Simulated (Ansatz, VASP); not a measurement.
## K3Pd: VASP beside Ansatz

```
CELL_PARAMETERS angstrom
5.69434 0.00000 0.00000
0.00000 5.69434 0.00000
0.00000 0.00000 5.69434
ATOMIC_POSITIONS crystal
K 0.50000 0.50000 0.00000
K 0.50000 0.00000 0.50000
K 0.00000 0.50000 0.50000
Pd 0.00000 0.00000 0.00000
```

Alike in both runs: task single point; functional PBEsol; k mesh 8 × 8 × 8; occupations gaussian, width 0.1 eV; no spin polarisation.

|  | VASP | Ansatz |
| --- | --- | --- |
| version | VASP 6.6.1 | Ansatz 0.2.0 |
| potentials or method | VASP PAW PBE potentials, release 64 (K_sv, Pd) | scalar-relativistic, plane waves, PAW |
| plane-wave cutoff (eV) | 520 | 420 |
| valence electrons in the cell | 37 | 45 |

|  | VASP | Ansatz | Ansatz less VASP |
| --- | --- | --- | --- |
| gap on the k mesh at the Fermi level (eV) | none | none | - |
| pressure (GPa) | -1.4 | -1.4 | +0.02 |

A gap of «none» marks a metal or a gap that the smearing closes. With one functional, cell and mesh, what is left measures potentials, basis and numerics. The two sets of potentials don't hold the same shells in valence.

Caveats: the PAW data sets were made with another functional, which shifts forces and pressure a little (VASP).
